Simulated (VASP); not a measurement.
A convergence study with VASP on LiH (rock salt): one setting is varied, all else stays as given below, so the limit is that of these other settings.

```
LiH
1.0
    0.00000     2.04000     2.04000
    2.04000     0.00000     2.04000
    2.04000     2.04000     0.00000
Li H
1 1
Direct
  0.00000   0.00000   0.00000
  0.50000   0.50000   0.50000
```

These are PBE GGA, VASP's PBE PAW potentials (set 64) (plane waves; VASP) values and carry that method's errors. The tightest run used: 700 eV cut-off, 22×22×22 Γ-centred mesh, Gaussian smearing of 0.010 eV, potentials Li_sv H.

```tsv
setting	mean ε∞	highest Γ mode (cm⁻¹)	irreducible k-points
4×4×4 mesh	5.54	493.9	8
6×6×6 mesh	4.54	528.0	16
8×8×8 mesh	4.36	530.8	29
```

Question: These are the cheaper rows. Estimate the results at 22×22×22 mesh, and how far the last row shown lies from them.

Answer: 
```tsv
quantity	tightest run	last row shown is off by
mean ε∞	4.30	0.06
highest Γ mode (cm⁻¹)	531.3	-0.4
```

Left out are rungs that failed or repeat a setting and relaxations that didn't move; long series are thinned to 24 rows.

The compound is LiH in the rock salt structure. The cell was not relaxed at this level.
